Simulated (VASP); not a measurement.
Computed with r2SCAN meta-GGA, VASP's PBE PAW potentials (set 64) (plane waves; VASP).

A VASP calculation is set up with these files.

**INCAR**
```
SYSTEM = Ge
PREC = Accurate; ENCUT = 500; LREAL = .FALSE.
LASPH = .TRUE.
EDIFF = 1E-6; NELM = 100; ALGO = Normal
LMAXMIX = 4; LMIXTAU = .TRUE.
ISMEAR = 0; SIGMA = 0.05
METAGGA = R2SCAN
IBRION = 2; NSW = 40; ISIF = 3
EDIFFG = -0.02
LWAVE = .FALSE.; LCHARG = .FALSE.
```

### POSCAR
```
Ge
1
    0.0000000000     2.8324706227     2.8324706227
    2.8324706227     0.0000000000     2.8324706227
    2.8324706227     2.8324706227     0.0000000000
Ge
2
Direct
  0.0000000000   0.0000000000   0.0000000000
  0.2500000000   0.2500000000   0.2500000000
```

KPOINTS:
```
Automatic mesh
0
Gamma
8 8 8
0 0 0
```

POTCAR, in this order: Ge_d (PBE.64 set). Program: vasp_std.

The resulting files:

File OSZICAR:
```
       N       E                     dE             d eps       ncg     rms          rms(c)
DAV:   1     0.141184202774E+03    0.14118E+03   -0.15679E+04  1060   0.423E+03
DAV:   2    -0.980432644607E+01   -0.15099E+03   -0.14876E+03  1044   0.543E+02
DAV:   3    -0.298125575269E+02   -0.20008E+02   -0.19883E+02  1136   0.149E+02
DAV:   4    -0.304185180322E+02   -0.60596E+00   -0.60536E+00  1196   0.301E+01
DAV:   5    -0.304285608634E+02   -0.10043E-01   -0.10042E-01  1176   0.400E+00    0.336E+00
DAV:   6    -0.277377593232E+02    0.26908E+01   -0.37542E-01  1256   0.118E+01    0.196E+00
DAV:   7    -0.279929597896E+02   -0.25520E+00   -0.38142E-01  1314   0.937E+00    0.345E-01
DAV:   8    -0.277396462210E+02    0.25331E+00   -0.12811E-01  1150   0.536E+00    0.126E-01
DAV:   9    -0.277336592324E+02    0.59870E-02   -0.83579E-03  1060   0.995E-01    0.105E-01
DAV:  10    -0.276303812462E+02    0.10328E+00   -0.66986E-02  1046   0.271E+00    0.106E-01
DAV:  11    -0.277345252293E+02   -0.10414E+00   -0.54018E-02  1044   0.161E+00    0.277E-02
DAV:  12    -0.277345384342E+02   -0.13205E-04   -0.53910E-04  1148   0.224E-01    0.200E-02
DAV:  13    -0.277345997286E+02   -0.61294E-04   -0.13324E-04  1142   0.120E-01    0.813E-03
DAV:  14    -0.277346813509E+02   -0.81622E-04   -0.33678E-05  1080   0.911E-02    0.431E-03
DAV:  15    -0.277347010337E+02   -0.19683E-04   -0.12731E-05  1064   0.511E-02    0.190E-03
DAV:  16    -0.277346998078E+02    0.12259E-05   -0.22206E-06   828   0.161E-02    0.156E-03
DAV:  17    -0.277347000629E+02   -0.25512E-06   -0.11555E-07   576   0.447E-03
   1 F= -.27734700E+02 E0= -.27734700E+02  d E =-.277347E+02
       N       E                     dE             d eps       ncg     rms          rms(c)
DAV:   1    -0.277451057874E+02   -0.10406E-01   -0.14594E-01  1372   0.816E+00    0.599E-01
DAV:   2    -0.277375018216E+02    0.76040E-02   -0.98316E-03  1342   0.206E+00    0.305E-01
DAV:   3    -0.277348529006E+02    0.26489E-02   -0.43156E-03  1380   0.124E+00    0.695E-02
DAV:   4    -0.277346576969E+02    0.19520E-03   -0.40088E-04  1320   0.391E-01    0.247E-02
DAV:   5    -0.277346562929E+02    0.14039E-05   -0.13743E-04  1140   0.137E-01    0.778E-03
DAV:   6    -0.277347026787E+02   -0.46386E-04   -0.14733E-04  1164   0.138E-01    0.528E-03
DAV:   7    -0.277348063813E+02   -0.10370E-03   -0.41149E-05  1044   0.668E-02    0.197E-03
DAV:   8    -0.277348088519E+02   -0.24706E-05   -0.45878E-07   748   0.976E-03    0.193E-04
DAV:   9    -0.277348087877E+02    0.64219E-07   -0.47954E-08   522   0.261E-03
   2 F= -.27734809E+02 E0= -.27734809E+02  d E =-.108725E-03
```

**OUTCAR**
```
------------------------ aborting loop because EDIFF is reached ----------------------------------------
  FORCE on cell =-STRESS in cart. coord.  units (eV):
  Direction    XX          YY          ZZ          XY          YZ          ZX
  --------------------------------------------------------------------------------------
  Total       -0.0314869     -0.0314869     -0.0314869     -0.0000000      0.0000000      0.0000000
  in kB       -1.1035010     -1.1035010     -1.1035010     -0.0000000      0.0000000      0.0000000
  external PRESSURE =      -1.1035010 kB  Pullay stress =       0.0000000 kB
  volume of cell :       45.72
      direct lattice vectors                 reciprocal lattice vectors
     0.000000000  2.838002661  2.838002661    -0.176180244  0.176180244  0.176180244
     2.838002661 -0.000000000  2.838002661     0.176180244 -0.176180244  0.176180244
     2.838002661  2.838002661  0.000000000     0.176180244  0.176180244 -0.176180244
 POSITION                                       TOTAL-FORCE (eV/Angst)
 -----------------------------------------------------------------------------------
      5.67601      5.67601      5.67601        -0.000000     -0.000000     -0.000000
      1.41900      1.41900      1.41900         0.000000      0.000000      0.000000
 -----------------------------------------------------------------------------------
    total drift:                                0.000000      0.000000      0.000000
  FREE ENERGIE OF THE ION-ELECTRON SYSTEM (eV)
  ---------------------------------------------------
  free  energy   TOTEN  =       -27.7348087877 eV

  energy  without entropy=      -27.7348087758  energy(sigma->0) =      -27.73480878

 reached required accuracy - stopping structural energy minimisation
```
(Selected blocks of OUTCAR.)

File CONTCAR:
```
Ge
   1.00000000000000
     0.0000000000000000    2.8380026612493046    2.8380026612493046
     2.8380026612493046   -0.0000000000000000    2.8380026612493046
     2.8380026612493046    2.8380026612493046    0.0000000000000000
  Ge
     2
Direct
     1.0000000000000000    1.0000000000000000    1.0000000000000000
     0.2500000000000000    0.2500000000000000    0.2500000000000000
```

The compound is Ge in the diamond structure. This run relaxes it. Symmetry was kept, so distortions that lower it aren't found.
